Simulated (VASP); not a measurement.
Runs of VASP 6.6.1 on Te4O. The structure is cubic, space group Pm-3m (No. 221). The conventional cell has a = 5.083 Å, b = 5.083 Å, c = 5.083 Å, α = 90.00°, β = 90.00°, γ = 90.00°. Te (site symmetry 4/mmm) is surrounded by 2 O at 2.54 Å. Te (site symmetry m-3m) has 12 Te at 3.59 Å as nearest neighbours. Around O (site symmetry m-3m) lie 6 Te at 2.54 Å. The cell was built by a generator and needn't be a form met in nature.

| task | level | potentials or basis | cell | cutoff (eV) | smearing | gap on the mesh (eV) | pressure (GPa) | relaxed volume (Å³/atom) |
| --- | --- | --- | --- | --- | --- | --- | --- | --- |
| single point | PBE | VASP PAW PBE potentials, release 64 (Te, O) | as given | 520 | fermi-dirac 0.05 eV | none | -4.5 | - |
| relaxation of the atoms | LDA | VASP PAW LDA potentials, release 64 (Te, O) | atoms relaxed | 520 | gaussian 0.05 eV | none | -8.7 | - |
| relaxation of cell and atoms | PBE | VASP PAW PBE potentials, release 64 (Te, O) | relaxed | 600 | gaussian 0.05 eV | none | 0.0 | 24.16 |
| relaxation of cell and atoms | AM05+D4 | VASP PAW PBE potentials, release 64 (Te, O) | relaxed | 580 | fermi-dirac 0.1 eV | none | 0.0 | (a) |

Alike in all rows: no spin polarisation; k mesh 5 × 5 × 5.

**Question.** Estimate the missing entries.

**Answer.** (a) 22.40.

Caveats: the PAW data sets were made with another functional, which shifts forces and pressure a little (some runs); pairwise dispersion overbinds metals, which lowers pressure and volume (some runs).

A k mesh can miss the band edges, and the runs leave out spin-orbit coupling on Te.

A gap of «none» marks a metal or a gap under the smearing width.

Not every run made on this cell is shown here.
